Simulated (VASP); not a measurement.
# ZnC2: single point with PBE

ZnC2:

```
CELL_PARAMETERS angstrom
-2.11399 2.11399 2.51839
2.11399 -2.11399 2.51839
2.11399 2.11399 -2.51839
ATOMIC_POSITIONS crystal
Zn 0.00000 0.00000 0.00000
C 0.62317 0.62317 0.00000
C 0.37683 0.37683 0.00000
```

The cell comes from a database or a generator and needn't be the stable form of this composition.

```
Program                : VASP 6.6.1
Task                   : single point
Functional             : PBE
Potentials or basis    : VASP PAW PBE potentials, release 64 (Zn, C)
Cutoff                 : 520 eV
k mesh                 : 8 × 8 × 8
Occupations            : gaussian, width 0.1 eV
Spin                   : no spin polarisation
Dipole correction      : no
Further INCAR settings : ALGO = Normal; EDIFF = 1e-06; NBANDS = 17
```

| Item | Value |
| --- | --- |
| Pressure | 0.6 GPa |
| Largest force | 0.013 eV/Å |
| Band gap on the k mesh | 3.70 eV, indirect (least direct gap 4.00 eV) |

Forces in eV/Å, atoms in the order of the input:
```
Zn   0.000  0.000  0.000
C    0.000  0.000  0.013
C    0.000  0.000 -0.013
```

Stress tensor (GPa, compression positive):
```
0.43 0.00 0.00
0.00 0.43 0.00
0.00 0.00 0.86
```

Levels at points of the mesh, in eV from the valence-band top:
```tsv
k point	band 8	band 9	band 10	band 11	band 12	band 13
(0.00, 0.00, 0.00)	-3.39	-0.21	-0.21	5.48	5.48	7.86
(0.50, 0.00, 0.00)	-2.06	-0.51	-0.30	3.70	4.48	6.83
(0.50, 0.50, 0.00)	-3.05	-2.52	-0.34	4.37	7.87	7.90
(0.50, 0.50, 0.50)	-2.00	-2.00	-1.91	5.79	7.58	7.94
```

Run time: 20 s on 1 thread of Intel(R) Xeon(R) 6975P-C (Granite Rapids), on a shared host, peak memory 0.19 GiB.

Caveat: the standard files for N, O and F lose accuracy on very short bonds. A hybrid or GW would open this gap; PBE tends to underestimate it.
